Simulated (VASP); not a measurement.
# Lu3Si (P1) in VASP: tuning start

Aim: find the choice of start that runs Lu3Si fastest, at PBE. This setting moves, with any that are tied to it; all else stays.

Everything below comes from runs of VASP 6.6.1. Logs are shortened: lines on timing, memory, paths and dates and some standing lists are left out, and cuts for length are marked.

## Step 1: The cell of the first run

The typed cell holds 4 atoms: a = 4.541 Å, b = 4.541 Å, c = 4.541 Å, α = 90.00°, β = 90.00°, γ = 90.00°.

The cell comes from a database or a generator and needn't be the stable form of this composition.

The cell isn't the ideal one: atoms moved at random, drawn with an rms of 0.02 Å.

## Step 2: With start defaults

INCAR

```
SYSTEM = Lu3Si
PREC = Accurate
ENCUT = 500
EDIFF = 1E-6
ISMEAR = 1
SIGMA = 0.1
LREAL = .FALSE.
LASPH = .TRUE.
NELM = 100
ALGO = Fast
ISIF = 2
LWAVE = .FALSE.
LCHARG = .FALSE.
GGA = PE
```

KPOINTS

```
regular mesh
0
G
  5 5 5
  0 0 0
```

POSCAR

```
Lu3Si
1.0
    4.5414190000      0.0000000000      0.0000000000
    0.0000000000      4.5414190000      0.0000000000
    0.0000000000      0.0000000000      4.5414190000
Lu Si
3 1
Direct
    0.4972370000      0.5007670000     -0.0009380000
    0.5004330000     -0.0025810000      0.5011340000
   -0.0007850000      0.4992060000      0.4990850000
   -0.0038230000      0.0018010000      0.0003720000
```

Potentials or basis: VASP PAW PBE potentials, release 64 (Lu, Si).

Command:

```bash
$ cat potpaw_PBE.64/Lu/POTCAR potpaw_PBE.64/Si/POTCAR > POTCAR
$ mpirun -np 1 vasp_std > vasp.out
```

Run time: 29 min. Hardware: 1 thread of AMD EPYC 7R13 (Zen 3), shared host; peak memory 0.33 GiB.

It converged, with:

```
Free energy            : -19.8708 eV
Pressure               : -0.6 GPa
Largest force          : 0.129 eV/Å
Band gap on the k mesh : none (metal or under the smearing width)
```

## Step 3: With start NELMDL=-12

INCAR, as its differences from that of step 2:

```diff
@@ -14 +14,2 @@
 GGA = PE
+NELMDL = -12
```

KPOINTS is that of step 2.

POSCAR is that of step 2.

Potentials or basis: VASP PAW PBE potentials, release 64 (Lu, Si).

Command:

```bash
$ cat potpaw_PBE.64/Lu/POTCAR potpaw_PBE.64/Si/POTCAR > POTCAR
$ mpirun -np 1 vasp_std > vasp.out
```

It took 24 min on 1 thread of AMD EPYC 7R13 (Zen 3), shared host; peak memory 0.33 GiB.

It converged, with:

```
Free energy            : -19.8708 eV
Pressure               : -2.4 GPa
Largest force          : 0.130 eV/Å
Band gap on the k mesh : none (metal or under the smearing width)
```

## Step 4: With start NELMDL=0

INCAR, as its differences from that of step 3:

```diff
@@ -14,2 +14,2 @@
 GGA = PE
-NELMDL = -12
+NELMDL = 0
```

KPOINTS is that of step 3.

POSCAR is that of step 3.

Potentials or basis: VASP PAW PBE potentials, release 64 (Lu, Si).

Command:

```bash
$ cat potpaw_PBE.64/Lu/POTCAR potpaw_PBE.64/Si/POTCAR > POTCAR
$ mpirun -np 1 vasp_std > vasp.out
```

OUTCAR:

```text
SYSTEM = Lu3Si
   PREC = Accurate
   ENCUT = 500
   EDIFF = 1E-6
   ISMEAR = 1
   LREAL = .FALSE.
   LASPH = .TRUE.
   NELM = 100
   ISIF = 2
   GGA = PE
   NELMDL = 0

 Found     63 irreducible k-points:

 Following reciprocal coordinates:
            Coordinates               Weight
  0.000000  0.000000  0.000000      1.000000
  0.200000  0.000000  0.000000      2.000000
  0.000000  0.200000  0.000000      2.000000
  0.000000  0.000000  0.200000      2.000000
  0.400000  0.000000  0.000000      2.000000
  0.000000  0.400000  0.000000      2.000000
   k-points           NKPTS =     63   k-points in BZ     NKDIM =     63   number of bands    NBANDS=     47
   number of dos      NEDOS =    301   number of ions     NIONS =      4
   total plane-waves  NPLWV =  46656
   dimension x,y,z NGX =    36 NGY =   36 NGZ =   36
   dimension x,y,z NGXF=    72 NGYF=   72 NGZF=   72
   ions per type =               3   1
   NGX,Y,Z   is equivalent  to a cutoff of  13.18, 13.18, 13.18 a.u.
   NGXF,Y,Z  is equivalent  to a cutoff of  26.36, 26.36, 26.36 a.u.
 SYSTEM =  Lu3Si
   PREC   = accura    normal or accurate (medium, high low for compatibility)
   ISTART =      0    job   : 0-new  1-cont  2-samecut
   ICHARG =      2    charge: 1-file 2-atom 10-const
   ISPIN  =      1    spin polarized calculation?
   LNONCOLLINEAR =      F non collinear calculations
   LSORBIT =      F    spin-orbit coupling
   LASPH  =      T    aspherical Exc in radial PAW
   ENCUT  =  500.0 eV  36.75 Ry    6.06 a.u.   8.28  8.28  8.28*2*pi/ulx,y,z
   NELM   =    100;   NELMIN=  2; NELMDL=  0     # of ELM steps
   EDIFF  = 0.1E-05   stopping-criterion for ELM
   LREAL  =      F    real-space projection
   EDIFFG = 0.1E-04   stopping-criterion for IOM
   NSW    =      0    number of steps for IOM
   IBRION =     -1    ionic relax: 0-MD 1-quasi-New 2-CG
   NFREE  =      0    steps in history (QN), initial steepest desc. (CG)
   ISIF   =      2    stress and relaxation
   ISYM   =      2    0-nonsym 1-usesym 2-fastsym
   POTIM  = 0.5000    time-step for ionic-motion
   TEBEG  =    0.0;   TEEND  =   0.0 temperature during run
   PSTRESS=    0.0 pullay stress
   NELECT =      79.0000    total number of electrons
   NUPDOWN=      -1.0000    fix difference up-down
   EMIN   =  10.00;   EMAX   =-10.00  energy-range for DOS
   EFERMI =   0.00;   METHOD = LEGACY
   ISMEAR =     1;   SIGMA  =   0.10  broadening in eV -4-tet -1-fermi 0-gaus
   EFERMI_NEDOS =   21; number of points for ismear=-14 and -15
   IALGO  =     68    algorithm
   IMIX   =      4    mixing-type and parameters
     AMIX     =   0.40;   BMIX     =  1.00
     AMIX_MAG =   1.60;   BMIX_MAG =  1.00
  volume/ion in A,a.u.               =      23.42       158.02
  Fermi-wavevector in a.u.,A,eV,Ry     =   1.546770  2.922971 32.551886  2.392496
  Thomas-Fermi vector in A             =   2.651958
   LORBIT       =      0    0 simple, 1 ext, 2 COOP (PROOUT), +10 PAW based schemes
   GGA     = PE    functional components
   LHFCALC =     F    Hartree Fock is set to
   AEXX    =    0.0000 exact exchange contribution
   IVDW    =     0    specifies the selected vdW correction
   LEPSILON=     F    determine dielectric tensor
   LRPA    =     F    only Hartree local field effects (RPA)
 non-spin polarized calculation
 RMM-DIIS sequential band-by-band and
 Methfessel and Paxton  Order N= 1 SIGMA  =   0.10
  energy-cutoff  :      500.00
  volume of cell :       93.66
 maximum number of plane-waves:      2393
 NGX is ok and might be reduce to    36
   NGX = 17   NGY = 17   NGZ = 17

 number of electron      79.0000024 magnetization

 Free energy of the ion-electron system (eV)
  ---------------------------------------------------
  ext. energy  EPLUGINS =         0.00000000
  ---------------------------------------------------
  free energy    TOTEN  =       -19.87079759 eV

  energy without entropy =      -19.87307580  energy(sigma->0) =      -19.87155700

 E-fermi :   3.7617     XC(G=0): -11.1626

 val. band max:        3.7211191552   @ k =   0.0000  -0.4000   0.4000
 cond. band min:       3.8572120943   @ k =   0.2000  -0.4000   0.2000
 fundamental gap:      0.1360929390
 Fermi energy:         3.7617359521

 k-point     1 :       0.0000    0.0000    0.0000
  band No.  band energies     occupation
      1     -52.4092      2.00000
      2     -52.3311      2.00000
      3     -52.3310      2.00000
      4     -23.4082      2.00000
      5     -23.4079      2.00000
      6     -23.4078      2.00000
[... 39 lines left out ...]
     46       7.3330      0.00000
     47       7.3342      0.00000

 k-point     2 :       0.2000    0.0000    0.0000
  band No.  band energies     occupation
      1     -52.4027      2.00000
      2     -52.3375      2.00000
      3     -52.3310      2.00000
      4     -23.3737      2.00000
      5     -23.3733      2.00000
      6     -23.3543      2.00000
[... 39 lines left out ...]
     46       7.7129      0.00000
     47       7.7209      0.00000

 k-point     3 :       0.0000    0.2000    0.0000
  band No.  band energies     occupation
      1     -52.4027      2.00000
      2     -52.3376      2.00000
      3     -52.3310      2.00000
      4     -23.3736      2.00000
      5     -23.3734      2.00000
      6     -23.3543      2.00000
[... 39 lines left out ...]
     46       7.7132      0.00000
     47       7.7145      0.00000

 k-point     4 :       0.0000    0.0000    0.2000
  band No.  band energies     occupation
      1     -52.4027      2.00000
      2     -52.3376      2.00000
      3     -52.3310      2.00000
      4     -23.3736      2.00000
      5     -23.3734      2.00000
      6     -23.3543      2.00000
[... 39 lines left out ...]
     46       7.7127      0.00000
     47       7.7242      0.00000

 k-point     5 :       0.4000    0.0000    0.0000
  band No.  band energies     occupation
      1     -52.3875      2.00000
      2     -52.3527      2.00000
      3     -52.3310      2.00000
      4     -23.3019      2.00000
      5     -23.3014      2.00000
      6     -23.2073      2.00000
[... 39 lines left out ...]
     46       7.2605      0.00000
     47       7.2735      0.00000

 k-point     6 :       0.0000    0.4000    0.0000
  band No.  band energies     occupation
      1     -52.3874      2.00000
      2     -52.3528      2.00000
      3     -52.3309      2.00000
      4     -23.3017      2.00000
      5     -23.3014      2.00000
      6     -23.2074      2.00000
[... 39 lines left out ...]
     46       7.2296      0.00000
     47       7.2833      0.00000

 [... further k-points ...]

------------------------ aborting loop because EDIFF is reached ----------------------------------------

  FORCE on cell =-STRESS in cart. coord.  units (eV):
  Direction    XX          YY          ZZ          XY          YZ          ZX
  --------------------------------------------------------------------------------------
  -------------------------------------------------------------------------------------
  Total       -0.3709368     -0.3718398     -0.3669495      0.0004577     -0.0012514      0.0006834
  in kB       -6.3450608     -6.3605064     -6.2768567      0.0078292     -0.0214053      0.0116894
  external PRESSURE =      -6.3274746 kB  Pullay stress =       0.0000000 kB

 VOLUME and BASIS-vectors are now :
 -----------------------------------------------------------------------------
  energy-cutoff  :      500.00
  volume of cell :       93.66
      direct lattice vectors                 reciprocal lattice vectors
     4.541419000  0.000000000  0.000000000     0.220195494  0.000000000  0.000000000
     0.000000000  4.541419000  0.000000000     0.000000000  0.220195494  0.000000000
     0.000000000  0.000000000  4.541419000     0.000000000  0.000000000  0.220195494

 POSITION                                       TOTAL-FORCE (eV/Angst)
 -----------------------------------------------------------------------------------
      2.25816      2.27419      4.53716         0.038529     -0.057966      0.043999
      2.27268      4.52970      2.27586        -0.039871      0.115630     -0.042333
      4.53785      2.26710      2.26655        -0.032356     -0.019380      0.008323
      4.52406      0.00818      0.00169         0.033699     -0.038285     -0.009988
 -----------------------------------------------------------------------------------
    total drift:                                0.001028      0.000729      0.000426

  FREE ENERGIE OF THE ION-ELECTRON SYSTEM (eV)
  ---------------------------------------------------
  free  energy   TOTEN  =       -19.8707975948 eV

  energy  without entropy=      -19.8730757959  energy(sigma->0) =      -19.87155700
```

OSZICAR:

```text
N       E                     dE             d eps       ncg     rms          rms(c)
DAV:   1     0.637950433533E+03    0.63795E+03   -0.26504E+04  8616   0.518E+03
DAV:   2     0.726725869365E+02   -0.56528E+03   -0.53657E+03  7578   0.858E+02
DAV:   3    -0.748571672542E+01   -0.80158E+02   -0.77763E+02  6556   0.194E+02
[... 47 lines left out ...]
RMM:  51    -0.198707935747E+02    0.14849E-05   -0.19782E-05  9233   0.242E-02    0.466E-02
RMM:  52    -0.198707945182E+02   -0.94349E-06   -0.14006E-05  8702   0.202E-02    0.265E-02
RMM:  53    -0.198707957314E+02   -0.12132E-05   -0.72353E-06  6244   0.154E-02    0.143E-02
RMM:  54    -0.198707967316E+02   -0.10002E-05   -0.57103E-06  6397   0.140E-02    0.632E-03
RMM:  55    -0.198707979121E+02   -0.11805E-05   -0.38947E-06  5813   0.134E-02    0.262E-03
RMM:  56    -0.198707975948E+02    0.31722E-06   -0.22304E-06  5196   0.100E-02
   1 F= -.19870798E+02 E0= -.19871557E+02  d E =0.227820E-02
```

stdout:

```text
POSCAR found type information on POSCAR LuSi
 POSCAR found :  2 types and       4 ions
 scaLAPACK will be used
 LDA part: xc-table for (Slater+PW92), standard interpolation
 POSCAR, INCAR and KPOINTS ok, starting setup
 FFT: planning ... GRIDC
 FFT: planning ... GRID_SOFT
 FFT: planning ... GRID
 WAVECAR not read
 WARNING: random wavefunctions but no delay for mixing, default for NELMDL
 entering main loop
WARNING in EDDRMM: call to ZHEGV failed, returncode =   8  4     30
WARNING in EDDRMM: call to ZHEGV failed, returncode =   8  4     35
WARNING in EDDRMM: call to ZHEGV failed, returncode =   6  3     38
WARNING in EDDRMM: call to ZHEGV failed, returncode =   6  3     21
WARNING in EDDRMM: call to ZHEGV failed, returncode =   8  4     35
WARNING in EDDRMM: call to ZHEGV failed, returncode =   6  3     30
WARNING in EDDRMM: call to ZHEGV failed, returncode =   8  4     42
WARNING in EDDRMM: call to ZHEGV failed, returncode =   8  4     43
WARNING in EDDRMM: call to ZHEGV failed, returncode =   8  4     13
WARNING in EDDRMM: call to ZHEGV failed, returncode =   8  4     44
[... 18 lines left out ...]
WARNING in EDDRMM: call to ZHEGV failed, returncode =   6  3     35
WARNING in EDDRMM: call to ZHEGV failed, returncode =   6  3     35
WARNING in EDDRMM: call to ZHEGV failed, returncode =   6  3     43
WARNING in EDDRMM: call to ZHEGV failed, returncode =   8  4     35
WARNING in EDDRMM: call to ZHEGV failed, returncode =   6  3     41
WARNING in EDDRMM: call to ZHEGV failed, returncode =   8  4     35
WARNING in EDDRMM: call to ZHEGV failed, returncode =   8  4     41
WARNING in EDDRMM: call to ZHEGV failed, returncode =   6  3     41
WARNING in EDDRMM: call to ZHEGV failed, returncode =   6  3     41
WARNING in EDDRMM: call to ZHEGV failed, returncode =   8  4     35
```

Wall time 25 min (1 thread of AMD EPYC 7R13 (Zen 3), shared host); peak memory 0.33 GiB.

What came out:

* Free energy: -19.8708 eV
* Pressure: -0.6 GPa
* Largest force: 0.129 eV/Å
* Band gap on the k mesh: none (metal or under the smearing width)

## Step 5: With start NELMDL=-2

INCAR, as its differences from that of step 4:

```diff
@@ -14,2 +14,2 @@
 GGA = PE
-NELMDL = 0
+NELMDL = -2
```

KPOINTS is that of step 4.

POSCAR is that of step 4.

Command:

```bash
$ cat potpaw_PBE.64/Lu/POTCAR potpaw_PBE.64/Si/POTCAR > POTCAR
$ mpirun -np 1 vasp_std > vasp.out
```

It took 50 min on 1 thread of AMD EPYC 7R13 (Zen 3), shared host; peak memory 0.34 GiB.

The calculation stopped without meeting its thresholds.

## Step 6: The series at a glance

| start | energy less the last converged row (meV/atom) | SCF cycles | wall time (s) | peak memory (GiB) |
| --- | --- | --- | --- | --- |
| defaults | 0.00 | 56 | 1700 | 0.33 |
| NELMDL=-12 | 0.00 | 47 | 1400 | 0.33 |
| NELMDL=0 | 0.00 | 56 | 1500 | 0.33 |
| NELMDL=-2 | not converged | - | - | - |

Fastest here: NELMDL=-12 (1400 s), level within noise with NELMDL=0; slowest of those that converged: defaults (1700 s). These are single runs, one after another on one machine, so differences under about a fifth mean little.
